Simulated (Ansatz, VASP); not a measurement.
## One calculation of NiS, two programs

The input INCAR:

```
ALGO = Normal
EDIFF = 1E-6
ENCUT = 520
ISIF = 2
ISMEAR = 0
LASPH = T
LCHARG = F
LDAU = T
LDAUJ = 0 0
LDAUL = 2 -1
LDAUPRINT = 1
LDAUTYPE = 2
LDAUU = 6.2 0
LMAXMIX = 4
LREAL = F
LWAVE = F
NBANDS = 24
NELM = 150
PREC = Accurate
SIGMA = 0.03
```

The input KPOINTS:

```
k-points
0
Gamma
  8 8 5
```

Contents of POSCAR:

```
NiS
1.0
    3.4200013500      0.0000000000      0.0000000000
   -1.7100006800      2.9618080500      0.0000000000
    0.0000000000      0.0000000000      5.3000000000
Ni S
2 2
Direct
    0.0000000000      0.0000000000      0.0000000000
    0.0000000000      0.0000000000      0.5000000000
    0.3333333300      0.6666666700      0.2500000000
    0.6666666700      0.3333333300      0.7500000000
```

Input for Ansatz:

```yaml
crystal:
  lattice:
    - [3.42000135, 0.0, 0.0]
    - [-1.71000068, 2.96180805, 0.0]
    - [0.0, 0.0, 5.3]
  atoms:
    - { symbol: Ni, position: [0.0, 0.0, 0.0] }
    - { symbol: Ni, position: [0.0, 0.0, 0.5] }
    - { symbol: S, position: [0.33333333, 0.66666667, 0.25] }
    - { symbol: S, position: [0.66666667, 0.33333333, 0.75] }
hamiltonian:
  xc: lda
  pseudopotentials: { kind: paw }
  hubbard: { sites: [{ species: Ni, l: d, u_eff: 6.2 }] }
basis:
  ecutwfc: 420
kpoints:
  mp_grid: { grid: [8, 8, 5] }
scf:
  occupations: { method: gaussian, width: 0.03 }
  lower_state_search: "off"
output:
  forces: true
  stress: true
  write_density: true
  write_potential: true
  elf: true
  volumetric_format: npy
```

Alike in both runs: task single point; functional LDA; k mesh 8 × 8 × 5; occupations gaussian, width 0.03 eV; no spin polarisation; Hubbard terms Ni d U = 6.2 eV.

|  | VASP | Ansatz |
| --- | --- | --- |
| version | VASP 6.6.1 | Ansatz 0.2.0 |
| potentials or method | VASP PAW LDA potentials, release 64 (Ni, S) | PAW, plane waves, scalar-relativistic |
| plane-wave cutoff (eV) | 520 | 420 |
| valence electrons in the cell | 32 | 48 |

Ansatz gave:

```
pressure (GPa)                                  : -11.2
largest component of the traceless stress (GPa) : 1.80
```

Question: Which values does VASP return?

Answer: Pressure (GPa): -17.7; largest component of the traceless stress (GPa): 1.68.

The programs project onto different local orbitals, so the same U acts differently. The two sets of potentials don't hold the same shells in valence. Ansatz warned: «filled_band_counts_differ_across_k_points».

Caveats: the run has no spin polarisation, though such a crystal can be magnetic; U without spin polarisation on a metal has little footing. Spin polarisation is off, so any magnetic state and its effect on volume and gap are missing.
